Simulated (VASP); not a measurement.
Runs of VASP 6.6.1 on MoI. It takes space group F-43m (No. 216, cubic). The conventional cell has a = 6.358 Å, b = 6.358 Å, c = 6.358 Å, α = 90.00°, β = 90.00°, γ = 90.00°. Around Mo (site symmetry -43m) lie 4 I at 2.75 Å. I (site symmetry -43m) is surrounded by 4 Mo at 2.75 Å. The cell was built by a generator and needn't be a form met in nature.

```csv
share of exact exchange,gap on the mesh (eV),pressure (GPa)
0.5,none,(a)
0.2,none,-7.9
0.1,none,(b)
0.05,none,-8.0
0.4,none,-7.4
```

Alike in all rows: task single point; level HSE(alpha, omega); potentials or basis VASP PAW PBE potentials, release 64 (Mo_sv, I); no spin polarisation; cell as given; k mesh 4 × 4 × 4; cutoff (eV) 520; smearing fermi-dirac 0.05 eV; the mesh is coarse, so values aren't converged.

**Question.** Fill in the values left out.

**Answer.** (a) -7.2; (b) -8.2.

Caveats: all runs use coarse meshes; the PAW data sets were made with another functional, which shifts forces and pressure a little; an odd number of electrons without spin polarisation forces a metal; a magnetic or distorted state may lie lower.

A k mesh can miss the band edges, and the runs leave out spin-orbit coupling on I, Mo.

A gap of «none» marks a metal or a gap under the smearing width.
